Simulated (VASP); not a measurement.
Here is a VASP 6.6.1 calculation.

Contents of INCAR:

```
SYSTEM = HfZr2Se4
PREC = Normal
ENCUT = 520
EDIFF = 1E-4
ISMEAR = 0
SIGMA = 0.15
LREAL = .False.
LASPH = .True.
NELM = 60
ALGO = Fast
ISIF = 3
LWAVE = .False.
LCHARG = .False.
GGA = PE
IBRION = 2
NSW = 24
EDIFFG = -0.08
```

Contents of KPOINTS:

```
regular mesh
0
Gamma
  3 3 3
  0 0 0
```

File POSCAR:

```
HfZr2Se4
1.0
    5.4200000000      0.0000000000      0.0000000000
    0.0000000000      5.4200000000      0.0000000000
    0.0000000000      0.0000000000      5.4200000000
Zr Hf Se
2 1 4
Direct
    0.0000000000      0.5000000000      0.5000000000
    0.5000000000      0.0000000000      0.5000000000
    0.5000000000      0.5000000000      0.0000000000
    0.0000000000      0.5000000000      0.0000000000
    0.5000000000      0.0000000000      0.0000000000
    0.0000000000      0.0000000000      0.5000000000
    0.5000000000      0.5000000000      0.5000000000
```

Potentials or basis: VASP PAW PBE potentials, release 64 (Zr_sv, Hf_pv, Se).

The run is started by

```bash
$ cat potpaw_PBE.64/Zr_sv/POTCAR potpaw_PBE.64/Hf_pv/POTCAR potpaw_PBE.64/Se/POTCAR > POTCAR
$ mpirun -np 1 vasp_std > vasp.out
```

What does it give for the band gap on the k mesh?

None (metal or under the smearing width).

Estimate the space group after relaxing (to 0.05 Å).

P4/mmm (No. 123).

Stress tensor (GPa, compression positive):
```
-0.01  0.00  0.00
 0.00 -0.01  0.00
 0.00  0.00 -0.18
```

Caveat: the k mesh is coarse (spacing up to 0.39 Å⁻¹), so the values aren't converged. The run has no spin-orbit coupling, so splittings on Hf are missing.
